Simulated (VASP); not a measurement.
OSZICAR of a VASP run on Ba2ScO3F (atoms displaced from the space group 107 structure):

File OSZICAR:
```
       N       E                     dE             d eps       ncg     rms          rms(c)
DAV:   1     0.628344755338E+03    0.62834E+03   -0.23148E+04  7440   0.137E+03
DAV:   2     0.189131939698E+02   -0.60943E+03   -0.60093E+03  9680   0.442E+02
DAV:   3    -0.573854063494E+02   -0.76299E+02   -0.74681E+02 10948   0.154E+02
DAV:   4    -0.604381857310E+02   -0.30528E+01   -0.30463E+01 11248   0.319E+01
DAV:   5    -0.605290079423E+02   -0.90822E-01   -0.90762E-01 10999   0.458E+00    0.208E+01
DAV:   6    -0.519124367275E+02    0.86166E+01   -0.59530E+01 11752   0.538E+01    0.107E+01
DAV:   7    -0.516518674437E+02    0.26057E+00   -0.48921E+00 11080   0.130E+01    0.600E+00
DAV:   8    -0.514981467779E+02    0.15372E+00   -0.72555E-01 11216   0.715E+00    0.107E+00
DAV:   9    -0.514851945825E+02    0.12952E-01   -0.86658E-02 10342   0.201E+00    0.446E-01
DAV:  10    -0.514869781405E+02   -0.17836E-02   -0.33294E-02 11632   0.134E+00    0.219E-01
DAV:  11    -0.514882990894E+02   -0.13209E-02   -0.75616E-03 10696   0.600E-01    0.935E-02
DAV:  12    -0.514884405039E+02   -0.14141E-03   -0.27262E-03 10784   0.352E-01    0.618E-02
DAV:  13    -0.514884914494E+02   -0.50945E-04   -0.44542E-04  9718   0.130E-01    0.147E-02
DAV:  14    -0.514885076479E+02   -0.16199E-04   -0.11943E-04 10872   0.630E-02    0.120E-02
DAV:  15    -0.514885071337E+02    0.51413E-06   -0.14756E-05 10655   0.292E-02    0.543E-03
DAV:  16    -0.514885068033E+02    0.33042E-06   -0.66691E-06  8944   0.163E-02
   1 F= -.51488507E+02 E0= -.51488507E+02  d E =-.167460E-98
```

Problem. Which electronic solver shows in the log?

Solution. It is blocked Davidson (ALGO = Normal, or the opening steps of other solvers). The INCAR had ALGO = Normal.

Problem. Can the final energy be trusted as converged?

Solution. The run converged. It stopped with EDIFF = 1E-6, NELM = 100 (PBEsol GGA, plane waves, VASP's PBE PAW potentials (set 64)).

The structure comes from a computed database's Ba2ScO3F entry; how it stands against other phases isn't given here. The cell was not relaxed at this level, atoms are displaced from their ideal sites.
